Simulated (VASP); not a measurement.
Data:

```yaml
crystal:
  lattice:
    - [2.19954, -3.78120, 0.00000]
    - [2.19954, 3.78120, 0.00000]
    - [0.00000, 0.00000, 5.96971]
  atoms:
    - { symbol: Te, position: [0.00000, 0.26300, 0.66667] }
    - { symbol: Te, position: [0.73700, 0.73700, 0.00000] }
    - { symbol: Te, position: [0.27672, 0.01372, 0.33333] }
```

Level of theory: PBE GGA, VASP's PBE PAW potentials (set 64) (plane waves; VASP). Numerical set-up: 400 eV cut-off, 5×5×4 Γ-centred mesh, Gaussian smearing of 0.20 eV, potentials Te.

Question: Which forces act on the atoms, in eV/Å?

Answer: 
```
atom      Fx      Fy      Fz
----  ------  ------  ------
Te1    0.272   0.390   0.021
Te2   -0.302  -0.023   0.055
Te3    0.031  -0.367  -0.076
```

Question: Give the stress tensor in GPa (positive for a compressed cell).

Answer: 
```
 2.43   0.20  -0.34
 0.20   2.99   0.38
-0.34   0.38   3.24
```
The pressure is its mean diagonal, 2.89 GPa.

The compound is Te in the trig structure. The cell was not relaxed at this level, atoms are displaced from their ideal sites. The run is one of a series of settings (SIGMA = 0.2 against the base run), some of them coarse on purpose.
